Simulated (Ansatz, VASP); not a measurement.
# Cross-check of W (W wire along [111], 4 atoms a period) between VASP and Ansatz

Wanted: the spread between two codes on one cell, functional and k mesh. Of the first pair: The structure shown is the start of the Ansatz relaxation below; VASP solves that cell, so the two are compared at the walk's first step.

Calculated with Ansatz 0.2.0; plane waves, with VASP 6.6.1 beside it; single point at PBE.

## Step 1: The structure

The cell holds 4 atoms: 4 W. Cell: a = 9.042 Å, b = 10.682 Å, c = 2.745 Å, α = 90.0°, β = 90.0°, γ = 90.0°. Vacuum lies along a and b. The structure's axis is c.

## Step 2: Ansatz: relaxation, PBE

Ansatz runs on its PAW soft_1 files.

The two programs are compared at the cell with which this relaxation starts, whose forces are those of its first step.

input.yaml reads:

```yaml
crystal:
  lattice:
    - [9.042, 0.0, 0.0]
    - [0.0, 10.682, 0.0]
    - [0.0, 0.0, 2.74530053]
  atoms:
    - { symbol: W, position: [0.376023004, 0.439444587, 0.0] }
    - { symbol: W, position: [0.376023004, 0.681748852, 0.333333333] }
    - { symbol: W, position: [0.62392485, 0.318292455, 0.333333333] }
    - { symbol: W, position: [0.62392485, 0.56059672, 0.666666667] }
kpoints:
  mp_grid: { grid: [1, 1, 30] }
scf:
  occupations: { method: fermi_dirac, width: 0.05 }
hamiltonian:
  xc: pbe
  pseudopotentials: { kind: paw, azcp: { folder: soft_1 } }
relax:
  cell: { fix: [a, b, alpha, beta, gamma] }
  max_steps: 45
  f_tol: 0.03
```

Run with:

```
$ ansatz run input.yaml --threads 4 --pin off --max-ram 16384MiB --backend cpu --events-out ev --progress --plain --runs-dir out
```

Numbers of over 12 decimals in the logs are rounded to 6 here.

The program printed:

```text
Engine: ansatz 0.2.0, x86_64-unknown-linux-gnu
Pseudopotentials: kind: paw
Pseudopotential: W, paw, valence charge 14, recommended cutoff 420 eV (normal), soft_1/W.paw.azcp
Functional definition: PBE
  parameter kappa = 0.804
  parameter beta = 0.066725
  exchange = pbe_x(kappa = kappa, mu = beta*pi^2/3)
  correlation = pbe_c(beta = beta)
Crystal: 4 atoms, lattice volume = 265.159 Å³
Basis set: ecut = 420 eV, 5213 PW (Γ), exchange–correlation on 128×144×40 points (8 copies of the dense FFT grid, shifted against one another)
Bands: 34, of which v1, the nominal top of the filled ones, is band 28 counted from 1 (27 counted from 0)
Symmetry: 2 space group operations
Space group: P-1 (ITA 2), of the structure as read, at distance tolerance 6.4e-5 Å
k-points: 16 of 30
Non-local potential: W, projectors of the file, l = 0: 3, l = 1: 2, l = 2: 2, l = 3: 1
PAW form: soft (Blöchl's): semilocal exchange-correlation on the pseudo side does not see the compensation charge
PAW one-centre angular grid: W, 590 points (default); XC on 64 Gauss nodes
Initial density: superposition of atomic densities (neutral atoms: chi_scale 0, normalization atom)
Initial wavefunctions: pseudopotential atomic-orbital guess
Functional: x = pbe(κ = 0.804, μ = 0.219515), c = pbe(β = 0.066725)
SCF iter   1: F=—  HF=-41535.667225 eV  |F-HF|=—  |Δ(HF+E_count)|=         —  Δρ=3.93e-2  dr2=1.66e1  ethr=3.10e-3  ⟨swp⟩=7.6  Hψ=2426  notcnv=0
preconditioner: auto → LDOS  [metal: Δε(μ)=0.042 eV  Ē_g=3.800 eV  σ=0.050 eV  W_gap=0.21  n_scr=32 (ndim 8)  ℏωp=11.2 eV  f_vac=0.516  D(μ)=5.35/eV (n_scr^D=30)  β→1.0]
SCF iter   2: F=—  HF=-41535.483541 eV  |F-HF|=—  |Δ(HF+E_count)|=   1.84e-1  Δρ=4.20e-2  dr2=2.41e1  ethr=3.10e-3  ⟨swp⟩=4.1  Hψ=1516  notcnv=0
SCF iter   3: F=—  HF=-41532.171364 eV  |F-HF|=—  |Δ(HF+E_count)|=    3.31e0  Δρ=6.60e-3  dr2=3.00e-1  ethr=3.10e-3  ⟨swp⟩=3.6  Hψ=1461  notcnv=0
SCF iter   4: F=—  HF=-41532.161162 eV  |F-HF|=—  |Δ(HF+E_count)|=   1.02e-2  Δρ=2.35e-3  dr2=2.98e-2  ethr=5.36e-4  ⟨swp⟩=2.4  Hψ=826  notcnv=0
SCF iter   5: F=—  HF=-41532.161105 eV  |F-HF|=—  |Δ(HF+E_count)|=   5.66e-5  Δρ=8.52e-4  dr2=4.80e-3  ethr=5.32e-5  ⟨swp⟩=2.4  Hψ=839  notcnv=0
SCF iter   6: F=—  HF=-41532.161150 eV  |F-HF|=—  |Δ(HF+E_count)|=   4.51e-5  Δρ=3.57e-4  dr2=1.46e-3  ethr=8.57e-6  ⟨swp⟩=2.0  Hψ=745  notcnv=0
SCF iter   7: F=—  HF=-41532.161060 eV  |F-HF|=—  |Δ(HF+E_count)|=   9.03e-5  Δρ=1.32e-4  dr2=1.62e-4  ethr=2.60e-6  ⟨swp⟩=2.1  Hψ=717  notcnv=0
SCF iter   8: F=—  HF=-41532.161084 eV  |F-HF|=—  |Δ(HF+E_count)|=   2.40e-5  Δρ=5.45e-5  dr2=1.17e-5  ethr=2.90e-7  ⟨swp⟩=2.0  Hψ=734  notcnv=0
SCF iter   9: F=—  HF=-41532.161182 eV  |F-HF|=—  |Δ(HF+E_count)|=   9.76e-5  Δρ=2.09e-5  dr2=2.37e-6  ethr=2.10e-8  ⟨swp⟩=2.5  Hψ=950  notcnv=0
SCF iter  10: F=—  HF=-41532.161182 eV  |F-HF|=—  |Δ(HF+E_count)|=   1.78e-7  Δρ=5.95e-6  dr2=2.40e-7  ethr=4.23e-9  ⟨swp⟩=2.0  Hψ=738  notcnv=0
SCF iter  11: F=-41532.161182 eV  HF=-41532.161182 eV  |F-HF|=2.25e-8  |Δ(HF+E_count)|=   4.53e-8  Δρ=2.29e-6  dr2=4.13e-8  ethr=1.79e-10  ⟨swp⟩=5.0  Hψ=1910  notcnv=0
SCF 1 converged in 11 iterations: F = -41532.161182 eV  dr2 = 4.13e-8
  greatest PAW one-centre occupation: 0.999 electrons in one spin orbital (limit 2), on the W atom at site 3 (counted from 0), in its partial waves of l = 0
relax step   1: F+E_penalty+E_count = -41532.16118200 eV  Δ(F+E_penalty+E_count) = +0.000e0 eV  max|allowed force component| = 3.081e0 eV/Å  Δτ_max = 0.0000 Å  P = -7.818 GPa  Ω = 265.159 Å³  fix = [a, b, alpha, beta, gamma]  reactions: a -6.054, b -8.476 GPa; alpha +0.612, beta +1.034, gamma -2.055 GPa/rad  (11 SCF iters, dr2 threshold 1.00e-7 eV, accepted)
[...]
relax step   3: F+E_penalty+E_count = -41533.67406028 eV  Δ(F+E_penalty+E_count) = -1.194e-1 eV  max|allowed force component| = 7.455e-1 eV/Å  Δτ_max = 0.0826 Å  P = -0.134 GPa  Ω = 258.841 Å³  energy of the carried Pulay correction = +6.786e-4 eV  fix = [a, b, alpha, beta, gamma]  reactions: a -0.141, b -0.164 GPa; alpha +0.554, beta +1.033, gamma +0.128 GPa/rad  (8 SCF iters, dr2 threshold 4.00e-7 eV, accepted)
[...]
relax step   4: F+E_penalty+E_count = -41533.72402517 eV  Δ(F+E_penalty+E_count) = -4.996e-2 eV  max|allowed force component| = 1.962e-1 eV/Å  Δτ_max = 0.0521 Å  P = +0.071 GPa  Ω = 259.199 Å³  energy of the carried Pulay correction = +6.397e-4 eV  fix = [a, b, alpha, beta, gamma]  reactions: a +0.124, b +0.014 GPa; alpha +0.148, beta +0.305, gamma +0.046 GPa/rad  (7 SCF iters, dr2 threshold 4.00e-7 eV, accepted)
[...]
relax step   5: F+E_penalty+E_count = -41533.72768260 eV  Δ(F+E_penalty+E_count) = -3.657e-3 eV  max|allowed force component| = 2.486e-2 eV/Å  Δτ_max = 0.0192 Å  P = +0.062 GPa  Ω = 259.502 Å³  energy of the carried Pulay correction = +6.068e-4 eV  fix = [a, b, alpha, beta, gamma]  reactions: a +0.184, b +0.013 GPa; alpha +0.006, beta +0.027, gamma -0.026 GPa/rad  (6 SCF iters, dr2 threshold 4.00e-7 eV, accepted)
[...]
relax step   6: F+E_penalty+E_count = -41533.72704069 eV  Δ(F+E_penalty+E_count) = +6.419e-4 eV  max|allowed force component| = 2.518e-2 eV/Å  Δτ_max = 0.0000 Å  P = +0.064 GPa  Ω = 259.502 Å³  fix = [a, b, alpha, beta, gamma]  reactions: a +0.186, b +0.015 GPa; alpha +0.006, beta +0.026, gamma -0.026 GPa/rad  stress off target by 1.06e-2 GPa on what of the cell is left free  SCF on the basis re-selected at this cell (its energy is not comparable with the rows above)  (7 SCF iters)
basis re-selected at this cell: Δ(F+E_penalty+E_count) = +6.419e-4 eV, ΔP = +0.001 GPa vs the last step (what re-selecting the basis moved, of the pressure what is left beyond the Pulay correction that the steps carried, after the strain that the cell walked since its last selection, with what the two solves' SCF thresholds leave and, on support functions, any second-order correction that the steps lacked; it is no measure of the basis error at this ecutwfc). The dense FFT grid was sized anew with the basis: this SCF ran on 64×72×18 points, the steps before it on 64×72×20, so part of this shift can come from that change (see relax.cell in the input reference). [rest of the remark cut]
SCF converged after 7 iterations
Free energy (F): -41533.727041 eV
Harris-Foulkes:  -41533.727041 eV  (|F-HF|=7.28e-12)
Internal energy: -41533.691882 eV  (E = F + TS)
E sigma→0 (E₀):  -41533.709461 eV
Entropy (-TS):   -0.035159 eV (-8.790 meV/atom)
Fermi energy:    2.461534 eV
--- Per-component energies (eV) ---
  E_band       = -1422.326832
  E_kinetic    = 1686.850498
  E_local      = -16698.612683  (includes V_loc(G=0)·N_el)
  E_nonlocal   = -95.374730
  E_hartree    = 7625.834217
  E_xc         = -1062.722757
  E_vxc        = -914.228146  (∫ρ·V_xc dr)
  E_paw        = -34312.990724  (= ΣΔE_a)
  E_vpaw       = -652.630741  (= ΣTr[D̂ρ^β])
  E_aug_tail   = 0.000594  (compensation charges beyond the density's cutoff)
  E_ewald      = 1323.323702
  E_smearing   = -0.035159  (= −TS)
  E_closure    = -0.000000  (closes the sum)
  Σ components = -41533.727041   (vs F -41533.727041, Δ=0.00e0)
--- Forces (eV/Å), atoms counted from 1 ---
  atom   1  W     -0.02518409    -0.00045483    -0.01088312
  atom   2  W      0.01258476     0.00035946     0.00351958
  atom   3  W     -0.01258476    -0.00035946    -0.00351958
  atom   4  W      0.02518409     0.00045483     0.01088312
  max |Σ_I F_I| component: 0.00e0 eV/Å
--- Stress (GPa, compression-positive) ---
        0.186261       0.025685      -0.026328
        0.025685       0.015140      -0.005974
       -0.026328      -0.005974      -0.010625
  P = ⅓ Tr σ = 0.0636 GPa (0.636 kbar)
--- Relaxed structure (5 steps of the walk, 5 accepted, 1 SCFs on fresh bases) ---
  F+E_penalty+E_count = -41533.72704069 eV   max|allowed force component| = 2.518e-2 eV/Å   (the final SCF, on the basis selected at the relaxed cell)
  cell:  # Å, volume = 259.5020 Å³
    - [9.042, 0, 0]
    - [0, 10.682, 0]
    - [0, 0, 2.686727]
  atoms:
    - { symbol: W, position: [0.383411, 0.443788, 0.040999] }
    - { symbol: W, position: [0.390072, 0.663828, 0.332573] }
    - { symbol: W, position: [0.609876, 0.336213, 0.334093] }
    - { symbol: W, position: [0.616536, 0.556253, 0.625667] }
```

The column dr2 measures how far the density is from self-consistency, as an energy; F and HF (Harris–Foulkes) agree once it is small.

## Step 3: VASP: single point, PBE, start cell, pair 1

The same cell, functional, mesh and smearing now go to VASP, with its own data sets.

Lines of VASP's logs that name or quote its potential files are left out, and so is its time.

INCAR reads:

```
SYSTEM = W
PREC = Accurate
ENCUT = 520
EDIFF = 1E-06
NELM = 120
ISMEAR = -1
SIGMA = 0.05
LREAL = .FALSE.
ALGO = Normal
GGA = PE
NBANDS = 18
LASPH = .TRUE.
LORBIT = 11
LWAVE = .FALSE.
LCHARG = .FALSE.
ISIF = 2
GGA_COMPAT = .FALSE.
```

POSCAR reads:

```
W
1.0
    9.0420000000      0.0000000000      0.0000000000
    0.0000000000     10.6820000000      0.0000000000
    0.0000000000      0.0000000000      2.7453010000
W
4
Direct
    0.3760230038      0.4394445797      0.0000000000
    0.3760230038      0.6817488298      0.3333332119
    0.6239247954      0.3182924546      0.3333332119
    0.6239247954      0.5605967047      0.6666664238
```

KPOINTS reads:

```
Automatic mesh
0
Gamma
1 1 30
0 0 0
```

PAW data sets: W (PBE family, release 64).

Run with:

```
$ mpirun -np 1 vasp_std
```

The program printed:

```text
[banner, memory and clock lines left out]
running    1 mpi-ranks, on    1 nodes
 distrk:  each k-point on    1 cores,    1 groups
 distr:  one band on    1 cores,    1 groups

 POSCAR found type information on POSCAR W
 POSCAR found :  1 types and       4 ions
 LDA part: xc-table for (Slater+PW92), standard interpolation
 POSCAR, INCAR and KPOINTS ok, starting setup
 FFT: planning ... GRIDC
 FFT: planning ... GRID_SOFT
 FFT: planning ... GRID
 WAVECAR not read
 entering main loop
       N       E                     dE             d eps       ncg     rms          rms(c)
DAV:   1     0.923208877196E+02    0.92321E+02   -0.79284E+03   576   0.985E+02
DAV:   2    -0.274697182723E+02   -0.11979E+03   -0.11338E+03   906   0.166E+02
DAV:   3    -0.434459803076E+02   -0.15976E+02   -0.15576E+02   760   0.637E+01
DAV:   4    -0.443341434785E+02   -0.88816E+00   -0.87193E+00   992   0.136E+01
DAV:   5    -0.443610835487E+02   -0.26940E-01   -0.26752E-01   950   0.218E+00    0.254E+01
DAV:   6    -0.412716940680E+02    0.30894E+01   -0.10514E+01   814   0.133E+01    0.123E+01
DAV:   7    -0.437684829343E+02   -0.24968E+01   -0.34355E+01  1040   0.207E+01    0.112E+01
DAV:   8    -0.403769907048E+02    0.33915E+01   -0.23353E+01  1016   0.164E+01    0.134E+00
DAV:   9    -0.403810508493E+02   -0.40601E-02   -0.57137E-01   870   0.395E+00    0.751E-01
DAV:  10    -0.403757326023E+02    0.53182E-02   -0.56356E-02   952   0.110E+00    0.447E-01
DAV:  11    -0.403736178002E+02    0.21148E-02   -0.11638E-02  1038   0.407E-01    0.145E-01
DAV:  12    -0.403743543879E+02   -0.73659E-03   -0.18758E-03   752   0.193E-01    0.622E-02
DAV:  13    -0.403750110528E+02   -0.65666E-03   -0.63791E-04   766   0.137E-01    0.489E-02
DAV:  14    -0.403759985517E+02   -0.98750E-03   -0.64766E-04   848   0.146E-01    0.256E-02
DAV:  15    -0.403762299481E+02   -0.23140E-03   -0.19374E-04   792   0.846E-02    0.148E-02
DAV:  16    -0.403762908609E+02   -0.60913E-04   -0.45890E-05   704   0.420E-02    0.471E-03
DAV:  17    -0.403763046858E+02   -0.13825E-04   -0.21500E-05   664   0.337E-02    0.258E-03
DAV:  18    -0.403763050418E+02   -0.35604E-06   -0.31208E-06   648   0.658E-03
   1 F= -.40376305E+02 E0= -.40339149E+02  d E =-.743115E-01
```

From OUTCAR (step 3):

```text
ion  position               nearest neighbor table
   1  0.376  0.439  0.000-   3 2.75   2 2.75   4 2.75   4 3.17   3 3.17   2 3.17
   2  0.376  0.682  0.333-   4 2.75   1 2.75   4 3.17   1 3.17
   3  0.624  0.318  0.333-   1 2.75   4 2.75   1 3.17   4 3.17
   4  0.624  0.561  0.667-   2 2.75   3 2.75   1 2.75   1 3.17   2 3.17   3 3.17

  LATTYP: Found a simple orthorhombic cell.
 ALAT       =     2.7453010000
 B/A-ratio  =     3.2936279118
 C/A-ratio  =     3.8910123152

 Subroutine GETGRP returns: Found  2 space group operations
 (whereof  1 operations were pure point group operations)

The static configuration has the point symmetry C_1 .
 The point group associated with its full space group is S_2 .

 Found     16 irreducible k-points:

   k-points           NKPTS =     16   k-points in BZ     NKDIM =     16   number of bands    NBANDS=     18

   dimension x,y,z NGX =    70 NGY =   80 NGZ =   20
   dimension x,y,z NGXF=   140 NGYF=  160 NGZF=   40

   ENCUT  =  520.0 eV  38.22 Ry    6.18 a.u.  16.81 19.86  5.10*2*pi/ulx,y,z

   NELECT =      24.0000    total number of electrons

 k-points in reciprocal lattice and weights: Automatic mesh
   0.00000000  0.00000000  0.00000000       0.033
   0.00000000  0.00000000  0.03333333       0.067
   0.00000000  0.00000000  0.06666667       0.067
   0.00000000  0.00000000  0.10000000       0.067
   0.00000000  0.00000000  0.13333333       0.067
   0.00000000  0.00000000  0.16666667       0.067
   0.00000000  0.00000000  0.20000000       0.067
   0.00000000  0.00000000  0.23333333       0.067
   0.00000000  0.00000000  0.26666667       0.067
[...]
0.00000000  0.00000000  0.46666667       0.067
   0.00000000  0.00000000  0.50000000       0.033

 average (electrostatic) potential at core
       1 -47.1684       2 -46.8758       3 -46.8758       4 -47.1684

 E-fermi :  -1.2136

 k-point     1 :       0.0000    0.0000    0.0000
  band No.  band energies     occupation
    ...
      9      -2.5838      2.00000
     10      -2.1660      2.00000
     11      -1.6693      1.99978
     12      -1.3022      1.70947
     13      -1.1672      0.56735
     14      -0.6572      0.00003
     15      -0.6425      0.00002
     16      -0.4117      0.00000
     17       0.4106      0.00000
     18       0.7331      0.00000

 k-point     2 :       0.0000    0.0000    0.0333
  band No.  band energies     occupation
    ...
      9      -2.5830      2.00000
     10      -2.1660      2.00000
     11      -1.7043      1.99989
     12      -1.2877      1.62986
     13      -1.1976      0.84163
     14      -0.6822      0.00005
     15      -0.6510      0.00003
     16      -0.4310      0.00000
     17       0.3715      0.00000
     18       0.7282      0.00000

 k-point     3 :       0.0000    0.0000    0.0667
  band No.  band energies     occupation
    ...
      9      -2.5835      2.00000
     10      -2.1690      2.00000
     11      -1.7991      1.99998
     12      -1.3038      1.71771
     13      -1.2335      1.19729
     14      -0.7545      0.00021
     15      -0.6779      0.00004
     16      -0.4885      0.00000
     17       0.2306      0.00000
     18       0.6606      0.00000

  Total      -10.7056101    -14.8897428    -16.0606922      3.5500283     -1.0563744     -1.7824535
  in kB      -64.6866945    -89.9685523    -97.0438004     21.4503979     -6.3829492    -10.7701502
  external PRESSURE =     -83.8996824 kB  Pullay stress =       0.0000000 kB

  energy-cutoff  :      520.00
  volume of cell :      265.16
      direct lattice vectors                 reciprocal lattice vectors
     9.042000000  0.000000000  0.000000000     0.110595001  0.000000000  0.000000000
     0.000000000 10.682000000  0.000000000     0.000000000  0.093615428  0.000000000
     0.000000000  0.000000000  2.745301000     0.000000000  0.000000000  0.364258783

 POSITION                                       TOTAL-FORCE (eV/Angst)
 -----------------------------------------------------------------------------------
      3.40000      4.69415      0.00000         2.947058      1.700371      0.770737
      3.40000      7.28244      0.91510         1.909084     -3.258135     -0.005793
      5.64153      3.40000      0.91510        -1.909084      3.258135      0.005793
      5.64153      5.98829      1.83020        -2.947058     -1.700371     -0.770737
 -----------------------------------------------------------------------------------
    total drift:                               -0.000003     -0.000002      0.000001

  FREE ENERGIE OF THE ION-ELECTRON SYSTEM (eV)
  ---------------------------------------------------
  free  energy   TOTEN  =       -40.3763050418 eV

  energy  without entropy=      -40.3019935447  energy(sigma->0) =      -40.33914929

 total charge
# of ion       s       p       d       tot
------------------------------------------
    1        0.665   0.433   3.913   5.010
    2        0.682   0.289   3.956   4.927
    3        0.682   0.289   3.956   4.927
    4        0.665   0.433   3.913   5.010
--------------------------------------------------
tot          2.694   1.443  15.738  19.875

[... 3 further parts left out ...]
```

The data set W keeps the semicore shell frozen, which is cheaper and a little less accurate.

## Step 4: Differences

Known differences besides the potentials themselves: the data sets hold 56 valence electrons in Ansatz (on its PAW soft_1 files) and 24 in VASP; the cutoff is 420 eV in Ansatz and 520 eV in VASP. Total energies have different zeros and are not compared.

Forces (eV/Å; atoms numbered as in POSCAR):

```
atom          Ansatz x, y, z            VASP x, y, z
  W1     2.756, 1.590, 0.738     2.947, 1.700, 0.771
  W2   1.807, -3.081, -0.006   1.909, -3.258, -0.006
  W3    -1.807, 3.081, 0.006    -1.909, 3.258, 0.006
  W4  -2.756, -1.590, -0.738  -2.947, -1.700, -0.771
```

The forces differ by 123 meV/Å r.m.s., which is 5.9 % of the r.m.s. force of 2.099 eV/Å (both taken over all components).

## Step 5: Further runs

Further runs change the set-up of one program: Ansatz's method, potentials or start, or VASP's data sets, cutoff or form of LDA. The table gives that difference for each run.

```
                                                run  r.m.s. force difference (meV/Å)
                                           as above                              123
VASP with the data sets W_sv and a cutoff of 400 eV                               10
```

[end of part 1 of 2]

[Lines on the potential files, build, host, timing and source positions are cut from VASP's logs without a mark.]

[Logs are printed without paths, hosts, clocks, repeated set-up lines and the standing remarks that a program may print on its own settings, such as how far it seeks lower states.]

[Hosts, paths, dates, database ids (printed as entryN), source tags and the programs' standing remarks are cut or masked in the printed files.]
